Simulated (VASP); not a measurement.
The system is GaAs.

```
Ga As
1.0
     0.00000    2.82685    2.82685
     2.82685    0.00000    2.82685
     2.82685    2.82685    0.00000
Ga As
1 1
Direct
  0.00000 0.00000 0.00000
  0.25000 0.25000 0.25000
```

* Program: VASP 6.6.1
* Task: relaxation of cell and atoms
* Functional: LDA
* Potentials or basis: VASP PAW LDA potentials, release 64 (Ga_d, As)
* Cutoff: 600 eV
* k mesh: 10 × 10 × 10
* Occupations: gaussian, width 0.03 eV
* Spin: no spin polarisation

At the start: pressure -1.6 GPa; volume 22.59 Å³/atom.

How do energy, volume and symmetry change on relaxing?

Over 3 steps the energy falls by 2.7 meV/atom and the volume is 22.08 Å³/atom (-2.3 %); space group F-43m (No. 216, to 0.05 Å).

The path:
| step | energy change (eV) | largest force (eV/Å) | pressure (GPa) | volume (Å³) |
| --- | --- | --- | --- | --- |
| 1 | 0.0000 | 0.0000 | -1.63 | 45.18 |
| 2 | -0.0042 | 0.0000 | 0.76 | 43.69 |
| 3 | -0.0053 | 0.0000 | 0.01 | 44.15 |

Final structure:
```
CELL_PARAMETERS angstrom
0.00000 2.80531 2.80531
2.80531 0.00000 2.80531
2.80531 2.80531 0.00000
ATOMIC_POSITIONS crystal
Ga 0.00000 0.00000 0.00000
As 0.25000 0.25000 0.25000
```
